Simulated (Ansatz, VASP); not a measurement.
# Cross-check of GePt7 (Pt(111)-(2x1)-Ge surface alloy) between VASP and Ansatz, part 2 of 2

Aim: how closely do two programs agree when they are given the same cell, functional and k mesh? Of the first pair: The structure shown is the start of the Ansatz relaxation below; VASP solves that cell, so the two are compared at the walk's first step.

VASP 6.6.1 and Ansatz 0.2.0.

So far: Starting point; Ansatz: relaxation, r2SCAN.

### 3. VASP: single point, r2SCAN, start cell, pair 1

Level of this step: r2SCAN; plane waves and PAW (Pt, Ge_d) (VASP).

The same cell, functional, mesh and smearing now go to VASP, with its own data sets.

Lines of VASP's logs that name or quote its potential files are left out, and so is its time.

Input file INCAR:

```
SYSTEM = GePt7
PREC = Accurate
ENCUT = 450
EDIFF = 1E-06
NELM = 120
ISMEAR = -1
SIGMA = 0.1
LREAL = .FALSE.
ALGO = Normal
METAGGA = R2SCAN
LASPH = .TRUE.
NBANDS = 52
LORBIT = 11
LWAVE = .FALSE.
LCHARG = .FALSE.
ISIF = 2
LDIPOL = .TRUE.
IDIPOL = 3
DIPOL = 0.5 0.5 0.495
LVHAR = .TRUE.
GGA_COMPAT = .FALSE.
NELMDL = -8
LMIXTAU = .TRUE.
```

Input file POSCAR:

```
GePt7
1.0
    5.5437171645      0.0000000000      0.0000000000
    1.3859292911      2.4004999479      0.0000000000
    0.0000000000      0.0000000000     24.0896391657
Pt Ge
7 1
Direct
    0.0000000000      0.0000000000      0.3528487887
    0.5000000754      0.0000000000      0.3528487887
    0.1666665776      0.3333334794      0.4467984317
    0.6666666530      0.3333334794      0.4467984317
    0.3333334398      0.6666665423      0.5407480747
    0.8333333348      0.6666665423      0.5407480747
    0.0000000000      0.0000000000      0.6346977178
    0.5000000754      0.0000000000      0.6471512044
```

Input file KPOINTS:

```
Automatic mesh
0
Gamma
6 11 1
0 0 0
```

The projector-augmented-wave data sets are Pt and Ge_d (PBE family, release 64).

Command:

```
export OMP_NUM_THREADS=3
mpirun -np 1 vasp_std
```

Numbers of over 12 decimals in the logs are rounded to 6 here.

Output:

```text
[banner, memory and clock lines left out]
running    1 mpi-ranks, on    1 nodes
 distrk:  each k-point on    1 cores,    1 groups
 distr:  one band on    1 cores,    1 groups
 Offloading initialized ...    1 GPUs detected
 POSCAR found type information on POSCAR PtGe
 POSCAR found :  2 types and       8 ions
|                                                                             |
|               ----> ADVICE to this user running VASP <----                  |
|                                                                             |
|     You enforced a specific xc type in the INCAR file but a different       |
|     [... a line on the potential file left out ...]
|     I HOPE YOU KNOW WHAT YOU ARE DOING!                                     |
|                                                                             |

 LDA part: xc-table for (None), standard interpolation
|                                                                             |
|           W    W    AA    RRRRR   N    N  II  N    N   GGGG   !!!           |
|           W    W   A  A   R    R  NN   N  II  NN   N  G    G  !!!           |
|           W    W  A    A  R    R  N N  N  II  N N  N  G       !!!           |
|           W WW W  AAAAAA  RRRRR   N  N N  II  N  N N  G  GGG   !            |
|           WW  WW  A    A  R   R   N   NN  II  N   NN  G    G                |
|           W    W  A    A  R    R  N    N  II  N    N   GGGG   !!!           |
|                                                                             |
|     Your reciprocal lattice and k-lattice belong to different lattice       |
|     classes:                                                                |
|                                                                             |
|        The reciprocal lattice is simple orthorhombic,                       |
|        whereas your k-lattice is simple monoclinic.                         |
|                                                                             |
|     Results are often still useful ...                                      |
|                                                                             |

 POSCAR, INCAR and KPOINTS ok, starting setup
 FFT: planning ... GRIDC
 FFT: planning ... GRID_SOFT
 FFT: planning ... GRID
 WAVECAR not read
 entering main loop
       N       E                     dE             d eps       ncg     rms          rms(c)
DAV:   1     0.338866560483E+03    0.33887E+03   -0.35542E+04  4612   0.176E+03
DAV:   2    -0.323926629868E+03   -0.66279E+03   -0.62850E+03  4240   0.503E+02
DAV:   3    -0.393771369415E+03   -0.69845E+02   -0.66372E+02  4420   0.108E+02
DAV:   4    -0.397596164482E+03   -0.38248E+01   -0.37693E+01  4136   0.325E+01
DAV:   5    -0.397761530675E+03   -0.16537E+00   -0.16525E+00  4712   0.553E+00
DAV:   6    -0.397766594179E+03   -0.50635E-02   -0.50632E-02  4676   0.952E-01
DAV:   7    -0.397766816484E+03   -0.22231E-03   -0.22230E-03  4860   0.160E-01
DAV:   8    -0.397766828114E+03   -0.11629E-04   -0.11629E-04  4304   0.333E-02    0.299E+01
DAV:   9    -0.374253576065E+03    0.23513E+02   -0.26644E+01  3976   0.271E+01    0.232E+01
DAV:  10    -0.381302146789E+03   -0.70486E+01   -0.71182E+01  4640   0.438E+01    0.226E+01
DAV:  11    -0.393924639519E+03   -0.12622E+02   -0.80123E+01  5160   0.668E+01    0.344E+01
DAV:  12    -0.372223220421E+03    0.21701E+02   -0.33429E+01  4352   0.376E+01    0.729E+00
DAV:  13    -0.372920665100E+03   -0.69744E+00   -0.80061E+00  3940   0.159E+01    0.660E+00
DAV:  14    -0.372724490969E+03    0.19617E+00   -0.35999E+00  4012   0.106E+01    0.417E+00
[...]
DAV:  29    -0.372572038628E+03   -0.43564E-04   -0.87841E-06  3352   0.150E-02    0.123E-02
DAV:  30    -0.372572088120E+03   -0.49492E-04   -0.17071E-05  3464   0.206E-02    0.103E-02
DAV:  31    -0.372572098733E+03   -0.10614E-04   -0.25714E-06  2824   0.874E-03    0.575E-03
DAV:  32    -0.372572104775E+03   -0.60413E-05   -0.56231E-07  2460   0.445E-03    0.462E-03
DAV:  33    -0.372572113351E+03   -0.85765E-05   -0.84896E-07  2544   0.507E-03    0.568E-03
DAV:  34    -0.372572116755E+03   -0.34037E-05   -0.87253E-07  2404   0.547E-03    0.220E-03
DAV:  35    -0.372572118802E+03   -0.20468E-05   -0.76427E-07  2392   0.475E-03    0.180E-03
DAV:  36    -0.372572119224E+03   -0.42214E-06   -0.13404E-07  2312   0.228E-03
   1 F= -.37257212E+03 E0= -.37240282E+03  d E =-.338589E+00
```

OUTCAR, selected parts (step 3):

```text
ion  position               nearest neighbor table
   1  0.000  0.000  0.353-   2 2.77   3 2.77   2 2.77   3 2.77   4 2.77   2 2.77   2 2.77
   2  0.500  0.000  0.353-   1 2.77   4 2.77   1 2.77   4 2.77   1 2.77   3 2.77   1 2.77
   3  0.167  0.333  0.447-   4 2.77   6 2.77   1 2.77   4 2.77   1 2.77   5 2.77   4 2.77   5 2.77
                             2 2.77   4 2.77
   4  0.667  0.333  0.447-   3 2.77   5 2.77   6 2.77   2 2.77   3 2.77   2 2.77   1 2.77   3 2.77
                             6 2.77   3 2.77
   5  0.333  0.667  0.541-   6 2.77   4 2.77   6 2.77   3 2.77   7 2.77   6 2.77   3 2.77   6 2.77
                             8 3.02   8 3.02
   6  0.833  0.667  0.541-   5 2.77   4 2.77   3 2.77   5 2.77   7 2.77   7 2.77   5 2.77   4 2.77
                             5 2.77   8 3.02
   7  0.000  0.000  0.635-   6 2.77   6 2.77   5 2.77   8 2.79   8 2.79   8 2.79   8 2.79
   8  0.500  0.000  0.647-   7 2.79   7 2.79   7 2.79   7 2.79   6 3.02   5 3.02   5 3.02

  LATTYP: Found a simple orthorhombic cell.
 ALAT       =     2.7718585822
 B/A-ratio  =     1.7320508076
 C/A-ratio  =     8.6907893932

 Subroutine GETGRP returns: Found  2 space group operations
 (whereof  2 operations were pure point group operations)

The static configuration has the point symmetry C_1h.

 Found     34 irreducible k-points:

   k-points           NKPTS =     34   k-points in BZ     NKDIM =     34   number of bands    NBANDS=     52

   dimension x,y,z NGX =    40 NGY =   20 NGZ =  168
   dimension x,y,z NGXF=    80 NGYF=   40 NGZF=  336

   ENCUT  =  450.0 eV  33.07 Ry    5.75 a.u.   9.59  4.79 41.67*2*pi/ulx,y,z

   NELECT =      84.0000    total number of electrons

 k-points in reciprocal lattice and weights: Automatic mesh
   0.00000000  0.00000000  0.00000000       0.015
   0.16666667  0.00000000  0.00000000       0.030
   0.33333333  0.00000000  0.00000000       0.030
   0.50000000  0.00000000  0.00000000       0.015
   0.00000000  0.09090909  0.00000000       0.030
   0.16666667  0.09090909  0.00000000       0.030
   0.33333333  0.09090909  0.00000000       0.030
   0.50000000  0.09090909  0.00000000       0.030
  -0.33333333  0.09090909  0.00000000       0.030
[...]
-0.33333333  0.45454545  0.00000000       0.030
  -0.16666667  0.45454545  0.00000000       0.030

 dipolmoment           0.000000      0.000000     -0.075253 electrons x Angstroem

 average (electrostatic) potential at core
       1 -78.1162       2 -78.1096       3 -78.5040       4 -78.6197       5 -78.5530
       6 -78.5940       7 -78.2826       8 -83.8598

 E-fermi :   0.8063

 k-point     1 :       0.0000    0.0000    0.0000
  band No.  band energies     occupation
    ...
     38      -0.0233      1.99950
     39       0.5341      1.87664
     40       0.6073      1.75959
     41       0.7049      1.46751
     42       0.8340      0.86234
     43       0.9332      0.43888
     44       0.9967      0.25941
     45       1.1261      0.07848
     46       1.4377      0.00361
     47       1.5125      0.00171
    ...

 k-point     2 :       0.1667    0.0000    0.0000
  band No.  band energies     occupation
    ...
     40       0.3269      1.98358
     41       0.4523      1.94359
     42       0.6556      1.63727
     43       0.7010      1.48279
     44       0.8997      0.56418
     45       1.1416      0.06757
     46       1.1431      0.06661
     47       1.8595      0.00005
     48       2.0349      0.00001
     49       3.3336      0.00000
    ...

 k-point     3 :       0.3333    0.0000    0.0000
  band No.  band energies     occupation
    ...
     42       0.1487      1.99722
     43       0.3336      1.98245
     44       0.6993      1.48911
     45       0.8258      0.90272
     46       0.8858      0.62223
     47       1.1202      0.08310
     48       2.8208      0.00000
     49       3.4874      0.00000
     50       4.9552      0.00000
     51       5.8983      0.00000
    ...

  Total       -7.2399921     -4.8278650      0.6255378      2.0889633     -0.0689837      0.1194812
  in kB      -36.1839198    -24.1286289      3.1263032     10.4401882     -0.3447654      0.5971413
  external PRESSURE =     -19.0620818 kB  Pullay stress =       0.0000000 kB

  energy-cutoff  :      450.00
  volume of cell :      320.58
      direct lattice vectors                 reciprocal lattice vectors
     5.543717165  0.000000000  0.000000000     0.180384383 -0.104144972  0.000000000
     1.385929291  2.400499948  0.000000000     0.000000000  0.416579888  0.000000000
     0.000000000  0.000000000 24.089639166     0.000000000  0.000000000  0.041511622

 POSITION                                       TOTAL-FORCE (eV/Angst)
 -----------------------------------------------------------------------------------
      0.00000      0.00000      8.50000        -0.045764      0.026422     -0.328045
      2.77186      0.00000      8.50000         0.014922     -0.008615     -0.337954
      1.38593      0.80017     10.76321        -0.019612      0.011323     -0.110242
      4.15779      0.80017     10.76321         0.023145     -0.013363      0.273280
      2.77186      1.60033     13.02643         0.347278     -0.200501      0.879504
      5.54372      1.60033     13.02643        -0.314117      0.181355      0.398870
      0.00000      0.00000     15.28964        -0.007745      0.004471     -0.014610
      2.77186      0.00000     15.58964         0.001892     -0.001093     -0.760802
 -----------------------------------------------------------------------------------
    total drift:                               -0.000266     -0.000041     -0.003342

  FREE ENERGIE OF THE ION-ELECTRON SYSTEM (eV)
  ---------------------------------------------------
  free  energy   TOTEN  =      -372.5721192237 eV

  energy  without entropy=     -372.2335301862  energy(sigma->0) =     -372.40282470

 vacuum level on the upper side and lower side of the slab         5.493         6.516

 total charge
# of ion       s       p       d       tot
------------------------------------------
    1        0.637   0.464   8.026   9.127
    2        0.638   0.464   8.027   9.129
    3        0.626   0.583   8.074   9.282
    4        0.631   0.594   8.049   9.273
    5        0.631   0.562   8.059   9.253
    6        0.632   0.579   8.056   9.267
    7        0.600   0.443   8.127   9.170
    8        1.189   0.896  10.037  12.122
--------------------------------------------------
tot          5.584   4.586  66.455  76.624

[... 3 further parts left out ...]
```

### 4. Side by side

Known differences besides the potentials themselves: VASP keeps PBE cores, Ansatz makes them for the functional; the data sets hold 140 valence electrons in Ansatz (on its default PAW (the set named soft_2) files) and 84 in VASP; the cutoff is 500 eV in Ansatz and 450 eV in VASP. Total energies have different zeros and are not compared.

Forces (eV/Å; atoms numbered as in POSCAR):

```
atom         Ansatz x, y, z           VASP x, y, z
 Pt1  -0.046, 0.026, -0.302  -0.046, 0.026, -0.328
 Pt2  0.014, -0.008, -0.312  0.015, -0.009, -0.338
 Pt3  -0.019, 0.013, -0.102  -0.020, 0.011, -0.110
 Pt4   0.021, -0.016, 0.278   0.023, -0.013, 0.273
 Pt5   0.337, -0.204, 0.857   0.347, -0.201, 0.880
 Pt6   -0.303, 0.186, 0.384   -0.314, 0.181, 0.399
 Pt7  -0.007, 0.004, -0.042  -0.008, 0.004, -0.015
 Ge8  0.002, -0.002, -0.760  0.002, -0.001, -0.761
```

The forces differ by 11 meV/Å r.m.s., which is 3.9 % of the r.m.s. force of 0.297 eV/Å (both taken over all components). With vacuum in the cell, a pressure given here is an average over mostly empty space and none of the material.

### 5. Ansatz: relaxation, r2SCAN

This run makes the geometry at which the two programs are then compared.

The structure compared here is the end of the Ansatz relaxation.

Input file input.yaml:

```yaml
crystal:
  lattice:
    - [5.5437171645, 0.0, 0.0]
    - [1.3859292911, 2.4004999479, 0.0]
    - [0.0, 0.0, 24.0896391657]
  atoms:
    - { symbol: Pt, position: [0.0, 0.0, 0.3528487887] }
    - { symbol: Pt, position: [0.5, 0.0, 0.3528487887] }
    - { symbol: Pt, position: [0.16666667, 0.33333333, 0.446798434] }
    - { symbol: Pt, position: [0.66666667, 0.33333333, 0.446798434] }
    - { symbol: Pt, position: [0.33333333, 0.66666667, 0.5407480793] }
    - { symbol: Pt, position: [0.83333333, 0.66666667, 0.5407480793] }
    - { symbol: Pt, position: [0.0, 0.0, 0.6346977246] }
    - { symbol: Ge, position: [0.5, 0.0, 0.6471512113] }
kpoints:
  mp_grid: { grid: [6, 11, 1] }
hamiltonian:
  xc: r2scan
scf:
  occupations: { method: fermi_dirac, width: 0.1 }
  convergence: { dr2_threshold: 1.0e-08 }
efield:
  axis: 3
  dipole_correction: true
  ramp_position: 0.97
  ramp_width: 0.06
relax:
  f_tol: 0.015
  max_steps: 90
  constraints: [{ sites: [0, 1, 2, 3] }]
output:
  write_potential: true
  write_density: true
  volumetric_format: npy
```

Command:

```
ansatz run input.yaml --threads 4 --pin off --max-ram 6144MiB --backend cpu --events-out ev --progress --plain --runs-dir out
```

Output:

```text
[...]
Crystal: 8 atoms, lattice volume = 320.578 Å³
Basis set: ecut = 500 eV, 8057 PW (Γ), exchange–correlation on 180×96×720 points (64 copies of the dense FFT grid, shifted against one another)
Bands: 84, of which v1, the nominal top of the filled ones, is band 70 counted from 1 (69 counted from 0)
[...]
- { symbol: Pt, position: [0.5, 0, 0.352849] }
    - { symbol: Pt, position: [0.166667, 0.333333, 0.446798] }
    - { symbol: Pt, position: [0.666667, 0.333333, 0.446798] }
    - { symbol: Pt, position: [0.330229, 0.669413, 0.548246] }
    - { symbol: Pt, position: [0.828129, 0.672938, 0.539189] }
    - { symbol: Pt, position: [-0.083104, 0.085081, 0.636300] }
    - { symbol: Ge, position: [0.441676, 0.057854, 0.637271] }
[key lines of the parts left out:]
SCF converged after 7 iterations
Free energy (F): -92058.809115 eV
Fermi energy:    4.937224 eV
Dipole field:    D = 0.028642 V/Å  (p = 0.050743 e·Å, saw-weighted, corrected)
Work function:   Φ+ = 5.0319 eV   Φ− = 5.7219 eV
```

### 6. VASP: single point, r2SCAN, relaxed cell, pair 2

The same cell, functional, mesh and smearing now go to VASP, with its own data sets.

INCAR is that of step 3.

Input file POSCAR:

```
GePt7
1.0
    5.5437171645      0.0000000000      0.0000000000
    1.3859292911      2.4004999479      0.0000000000
    0.0000000000      0.0000000000     24.0896391657
Pt Ge
7 1
Direct
    0.0000000000      0.0000000000      0.3528487887
    0.5000000000      0.0000000000      0.3528487887
    0.1666666700      0.3333333300      0.4467984340
    0.6666666700      0.3333333300      0.4467984340
    0.3302289950      0.6694128773      0.5482455042
    0.8281285570      0.6729381119      0.5391892754
    0.9168963521      0.0850811016      0.6362997740
    0.4416759716      0.0578540102      0.6372706638
```

KPOINTS is that of step 3.

Command:

```
export OMP_NUM_THREADS=3
mpirun -np 1 vasp_std
```

Output:

```text
[banner, memory and clock lines left out]
running    1 mpi-ranks, on    1 nodes
[...]
Offloading initialized ...    1 GPUs detected
[...]
[... a notice as in an earlier step ...]

 LDA part: xc-table for (None), standard interpolation
 [... a notice as in an earlier step ...]

 POSCAR, INCAR and KPOINTS ok, starting setup
[...]
entering main loop
       N       E                     dE             d eps       ncg     rms          rms(c)
DAV:   1     0.337098233431E+03    0.33710E+03   -0.35661E+04  4632   0.177E+03
DAV:   2    -0.325743134635E+03   -0.66284E+03   -0.63059E+03  4328   0.507E+02
DAV:   3    -0.394112917388E+03   -0.68370E+02   -0.65040E+02  4408   0.107E+02
DAV:   4    -0.397830993489E+03   -0.37181E+01   -0.36694E+01  4076   0.318E+01
[...]
DAV:  35    -0.372812570661E+03   -0.61350E-05   -0.69528E-07  2560   0.435E-03    0.248E-03
DAV:  36    -0.372812572718E+03   -0.20571E-05   -0.45799E-07  2424   0.403E-03    0.814E-04
DAV:  37    -0.372812573495E+03   -0.77741E-06   -0.23101E-07  2276   0.285E-03
   1 F= -.37281257E+03 E0= -.37264661E+03  d E =-.331936E+00
```

Parts of OUTCAR (step 6):

```text
  Total       -6.4407898     -4.1198382      1.8011916      1.8989626     -0.0195455      0.0357923
  in kB      -32.1896789    -20.5900631      9.0019674      9.4906058     -0.0976844      0.1788821
  external PRESSURE =     -14.5925915 kB  Pullay stress =       0.0000000 kB

 POSITION                                       TOTAL-FORCE (eV/Angst)
 -----------------------------------------------------------------------------------
      0.00000      0.00000      8.50000        -0.003651      0.003110     -0.443552
      2.77186      0.00000      8.50000        -0.010189      0.004196     -0.275709
      1.38593      0.80017     10.76321         0.146799     -0.086375      0.347306
      4.15779      0.80017     10.76321        -0.133907      0.079146      0.312576
      2.75846      1.60693     13.20704         0.004781     -0.002621      0.007608
      5.52356      1.61539     12.98888        -0.006343      0.003910      0.012880
      5.20093      0.20424     15.32823         0.005728     -0.003503      0.023916
      2.52871      0.13888     15.35162        -0.003219      0.002137      0.014974
 -----------------------------------------------------------------------------------
    total drift:                                0.001694     -0.000518      0.002359

  FREE ENERGIE OF THE ION-ELECTRON SYSTEM (eV)
  ---------------------------------------------------
  free  energy   TOTEN  =      -372.8125734952 eV

  energy  without entropy=     -372.4806376563  energy(sigma->0) =     -372.64660558

[... 2 parts as in an earlier step ...]

[... 1 further part left out ...]
[key lines of the parts left out:]
E-fermi :   0.6842
```

### 7. Side by side

What differs besides the data sets and the points named for the pairs above, as far as they apply: the data sets hold 140 valence electrons in Ansatz (on its default PAW (the set named soft_2) files) and 84 in VASP. Total energies have different zeros and are not compared.

Compared:

```
                                   quantity  Ansatz  VASP  difference
 work function, lower of the two faces (eV)    5.03  5.03        0.00
work function, higher of the two faces (eV)    5.72  5.72        0.00
```

Forces (eV/Å; atoms numbered as in POSCAR):

```
atom         Ansatz x, y, z           VASP x, y, z
 Pt1  -0.003, 0.003, -0.420  -0.004, 0.003, -0.444
 Pt2  -0.011, 0.004, -0.249  -0.010, 0.004, -0.276
 Pt3   0.143, -0.084, 0.350   0.147, -0.086, 0.347
 Pt4   -0.129, 0.076, 0.316   -0.134, 0.079, 0.313
 Pt5   0.004, -0.002, 0.005   0.005, -0.003, 0.008
 Pt6   -0.004, 0.002, 0.003   -0.006, 0.004, 0.013
 Pt7  0.001, -0.001, -0.001   0.006, -0.004, 0.024
 Ge8  -0.002, 0.001, -0.005   -0.003, 0.002, 0.015
```

The forces differ by 10 meV/Å r.m.s., which is 6.8 % of the r.m.s. force of 0.151 eV/Å (both taken over all components). With vacuum in the cell, a pressure given here is an average over mostly empty space and none of the material.

### 8. Results

- r.m.s. force difference (single point, r2SCAN, start cell, pair 1): 3.9 % of the r.m.s. force
- r.m.s. force difference (single point, r2SCAN, relaxed cell, pair 2): 10 meV/Å

In words: The r.m.s. force difference is 3.9 % of the r.m.s. force (single point, r2SCAN, start cell, pair 1), beyond the 3 % picked in this series as the mark of a large difference. The data sets hold unlike numbers of valence electrons (140 in Ansatz and 84 in VASP), so part of the differences comes from the potentials. How closely two codes agree says nothing of how well the functional describes the real material.

[Lines on the potential files, build, host, timing and source positions are cut from VASP's logs without a mark.]

[Logs are printed without paths, hosts, clocks, repeated set-up lines and the standing remarks that a program may print on its own settings, such as how far it seeks lower states.]

[Hosts, paths, dates, database ids (printed as entryN), source tags and the programs' standing remarks are cut or masked in the printed files.]
